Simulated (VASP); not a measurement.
# A VASP study of PbS (Galena) (PBE): structure first, properties next, part 2 of 2

How well does PBE reproduce what experiment finds for PbS (Galena)? The cell is relaxed first, and properties follow on it. The start is a cell from a database of measured crystal structures.

VASP 6.6.1; PBE; plane waves and PAW (Pb_d, S).

So far, gap on the k-mesh (eV): step 2 (relaxing cell and atoms (PBE)) 0.493; step 3 (second relaxation) 0.492; step 6 (total and projected DOS (PBE)) 0.491; step 7 (volume scan with PBE, volume scale 0.94) 0.268; step 8 (volume scan with PBE, volume scale 0.96) 0.349.

The database entry behind the starting cell measured cold, at 250 K, so it need not match the best structure at ambient conditions.

**12. Volume scan with PBE, volume scale 1.04**

File INCAR:

```
SYSTEM = PbS
PREC = Accurate
ENCUT = 400
EDIFF = 1E-06
NELM = 100
ISMEAR = 0
SIGMA = 0.05
LREAL = .FALSE.
ALGO = Normal
GGA = PE
NBANDS = 16
LORBIT = 11
LWAVE = .FALSE.
LCHARG = .FALSE.
KPAR = 2
ISIF = 2
```

File POSCAR:

```
PbS
1.0
    0.0000000000      3.0416364572      3.0416364572
    3.0416364572      0.0000000000      3.0416364572
    3.0416364572      3.0416364572      0.0000000000
Pb S
1 1
Direct
    0.0000000000      0.0000000000      0.0000000000
    0.5000000000      0.5000000000      0.5000000000
```

File KPOINTS:

```
Automatic mesh
0
Gamma
6 6 6
0 0 0
```

Potentials, in the order of the species: Pb_d and S (PBE family, release 64).

The run is started by

```sh
> mpirun -np 2 vasp_std
```

The job ended after 3.4 s (2 MPI ranks of AMD EPYC 9R45, shared host; peak memory 0.24 GiB).

The pressure falls from -0.97 to -1.88 GPa.

The run ends at a pressure of -1.88 GPa.

**13. Volume scan with PBE, volume scale 1.06**

A prediction first. A least-squares parabola for the 6 pressures of evenly scaled cells so far, P = 0.03 -53.2 t +120 t² GPa with t = ln(V/V₁) and V₁ the volume at scale 1, gives -2.66 GPa at t = +0.0583.

INCAR is that of step 12.

File POSCAR:

```
PbS
1.0
    0.0000000000      3.0610104602      3.0610104602
    3.0610104602      0.0000000000      3.0610104602
    3.0610104602      3.0610104602      0.0000000000
Pb S
1 1
Direct
    0.0000000000      0.0000000000      0.0000000000
    0.5000000000      0.5000000000      0.5000000000
```

KPOINTS is that of step 12.

The run is started by

```sh
> mpirun -np 2 vasp_std
```

Elapsed: 3.4 s, on 2 MPI ranks; peak memory 0.25 GiB.

The pressure falls from -1.88 to -2.70 GPa. The parabola predicted -2.66 GPa, +0.03 GPa off.

**14. The series together**

Times are for 2 MPI ranks of AMD EPYC 9R45, shared host. The series side by side:

```csv
no.,volume scale,energy above the lowest point (meV/atom),pressure (GPa),gap on the k-mesh (eV),time,memory (GiB)
1,0.94,19.08,3.782,0.2678,3.2 s,0.24
2,0.96,8.44,2.390,0.3490,3.2 s,0.25
3,0.98,2.2,1.140,0.4237,3.2 s,0.25
4,1,0,0.03543,0.4923,3.4 s,0.25
5,1.02,1.39,-0.9702,0.5552,3.2 s,0.25
6,1.04,6.02,-1.882,0.6129,3.4 s,0.24
7,1.06,13.55,-2.698,0.6656,3.4 s,0.25
```

**15. Fit for PBE**

This step: Birch-Murnaghan fit, PBE; plane waves and PAW (VASP 6.6.1).

Derived from the runs above.

Numbers from this step:

| Property | Result |
| --- | --- |
| pressure derivative of the bulk modulus | 4.277 |
| r.m.s. error of the fit | 7.79e-6 eV/atom |
| minimum inside the sampled range | yes |
| bulk modulus | 52.77 GPa |
| equilibrium volume of the fit | 27.11 Å³/atom |

The energy above the fitted minimum by volume:

```csv
volume (Å³/atom),energy above the fitted minimum (eV/atom)
25.43,0.0191
25.98,0.00845
26.52,0.00222
27.06,1.4e-5
27.60,0.00140
28.14,0.00604
28.68,0.0136
```

The fit over cells of fixed shape and fractional positions puts the volume +0.20 % from the relaxed one. At a finite cutoff and mesh the minimum of the energy and the zero of the stress don't quite coincide, and the relaxation stops at a threshold.

**16. Core-level energies (PBE)**

This step: PBE; plane waves and PAW (Pb_d, S) (VASP 6.6.1).

ICORELEVEL = 1 prints the core eigenvalues in the potential of the ground state.

Changes to INCAR since step 13:

```diff
@@ -15,2 +15,2 @@
 KPAR = 2
-ISIF = 2
+ICORELEVEL = 1
```

File POSCAR:

```
PbS
1.0
    0.0000000000      3.0021302134      3.0021302134
    3.0021302134      0.0000000000      3.0021302134
    3.0021302134      3.0021302134      0.0000000000
Pb S
1 1
Direct
    0.0000000000      0.0000000000      0.0000000000
    0.5000000000      0.5000000000      0.5000000000
```

KPOINTS is that of step 13.

The run is started by

```sh
> mpirun -np 2 vasp_std
```

Run time: 3.4 s. Hardware: 2 MPI ranks; peak memory 0.25 GiB.

These are scalar-relativistic Kohn-Sham levels of the ground state, with no core hole, so they are not binding energies.

Numbers from this step:

| Property | Result |
| --- | --- |
| free energy (TOTEN) | -8.771 eV |
| Fermi energy | 5.555 eV |
| pressure | 0.03543 GPa |
| gap on the k-mesh | 0.4923 eV |
| least direct gap on the k-mesh | 0.4923 eV |

Kohn-Sham core levels. Core levels, by row:

```csv
atom,shell,level below the valence-band top (eV)
Pb1,1s,88087
Pb1,2s,15749
Pb1,2p,13504
Pb1,3s,3777
Pb1,3p,3134
Pb1,3d,2479
Pb1,4s,851.7
Pb1,4p,640.9
Pb1,4d,397.3
Pb1,4f,128.4
Pb1,5s,139.6
Pb1,5p,81.28
S2,1s,2399
S2,2s,205.1
S2,2p,149.8
```

**17. Ionic relaxation at fixed cell (PBE) with a changed input**

This run is made with a changed input; what comes of it follows.

Changes to INCAR since step 16:

```diff
@@ -4,3 +4,3 @@
 EDIFF = 1E-06
-NELM = 100
+NELM = 90
 ISMEAR = 0
@@ -15,2 +15,8 @@
 KPAR = 2
-ICORELEVEL = 1
+IBRION = 2
+NSW = 30
+ISIF = 2
+EDIFFG = -0.01
+IMIX = 1
+AMIX = 1.5
+BMIX = 1E-04
```

POSCAR is that of step 16.

KPOINTS is that of step 16.

The run is started by

```sh
> mpirun -np 2 vasp_std
```

Wall time 22 s (2 MPI ranks); peak memory 0.24 GiB.

The electronic loop ended without reaching EDIFF, so its numbers are not used.

The fault in the input: mixing far too strong (IMIX = 1, AMIX = 1.5 and BMIX = 0.0001). Lower AMIX to 0.4 or under and return to the default mixer.

**18. Outcome**

```yaml
relaxed_volume: 27.06 Å³/atom
relaxed_conventional_cell_a_b_c: 6.004, 6.004, 6.004 Å
space_group_after_relaxing_within_0p02_a: Fm-3m (No. 225)
band_gap: 0.492 eV, direct
gap_among_the_points_of_the_dos_mesh_alone_an_upper_bound: 0.491 eV
bulk_modulus_from_the_fit: 52.8 GPa
volume_from_the_fit: 27.1 Å³/atom
shallowest_level_of_the_frozen_cores: Pb1 5p, 81.3 eV deep
```

What this shows: With PBE, PbS (Galena) relaxes to 27.06 Å³/atom in space group Fm-3m (held by the symmetry of the run), has a direct gap of 0.492 eV and has a bulk modulus of 52.8 GPa. Against the listed cell the volume lies +3.8 %. Bands along the symmetry lines (PBE): The path shows a direct gap of 0.49 eV (valence top at L, conduction bottom at L). Spin-orbit coupling is left out, and with elements this heavy it would split and shift bands near the edges, and it can change the kind of a small gap. No search among competing phases was made, and a listed structure need not be the one stable at ambient conditions. All values are for a static lattice at zero temperature.

Computed beside measured:

```
          quantity  measured  Birch-Murnaghan fit, PBE
bulk modulus (GPa)        51               53 (+3.5 %)
```

Measured values from arxiv:cond-mat/0210013 (2002).

**Verdict.** The bulk modulus is off by +3.5 %: good agreement. The grades are ours: good and fair within 5 and 12 % for the bulk modulus. Zero-point motion and thermal expansion are not in the computed bulk modulus.

[Lines on the potential files, build, host, timing and source positions are cut from VASP's logs without a mark.]

[Logs are printed without paths, hosts, clocks, repeated set-up lines and the standing remarks that a program may print on its own settings, such as how far it seeks lower states.]

[Hosts, paths, dates, database ids (printed as entryN), source tags and the programs' standing remarks are cut or masked in the printed files.]

[A measured line is paired with the nearest computed mode of its activity, which favours agreement.]

[In band tables of VASP the shares of atoms and orbitals are scaled to a sum of 1 inside the atoms' spheres.]
